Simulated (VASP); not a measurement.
Here is the system:

```yaml
crystal:
  lattice:
    - [2.45329, 0.00000, 0.00000]
    - [-1.22665, 2.12461, 0.00000]
    - [0.00000, 0.00000, 4.47520]
  atoms:
    - { symbol: Cr, position: [0.33333, 0.66667, 0.25000] }
    - { symbol: Cr, position: [0.66667, 0.33333, 0.75000] }
```

Level of theory: r2SCAN meta-GGA, VASP's PBE PAW potentials (set 64) (plane waves; VASP). Numerical set-up: 400 eV cut-off, 19×19×9 Γ-centred mesh, tetrahedra with Blöchl corrections, potentials Cr_pv.

Problem. Give the energies of bands 7 to 15 at the high-symmetry points, in eV from the Fermi level.

Solution. 
```csv
band,Γ,M,K,A,L,H
7,-8.25,-4.01,-3.01,-6.24,-4.26,-2.41
8,-4.54,-3.82,-2.33,-6.24,-4.26,-2.41
9,-1.60,-3.66,-2.33,-2.01,-2.77,-2.41
10,-0.75,-1.06,-2.25,-2.01,-2.77,-2.41
11,-0.40,-0.76,-1.11,-0.35,1.15,-1.33
12,-0.40,-0.51,-1.11,-0.35,1.15,-1.33
13,-0.07,0.05,-0.01,-0.35,1.21,0.33
14,-0.07,2.49,1.69,-0.35,1.21,0.33
15,1.35,3.04,1.69,2.03,3.10,2.24
```

It has no gap at this level: it comes out as a metal or semimetal.

The structure was generated: Cr was put into the hcp type (P6_3/mmc), which need not be its known phase. It was relaxed first. The run is not spin-polarised, so no magnetic state was tried.
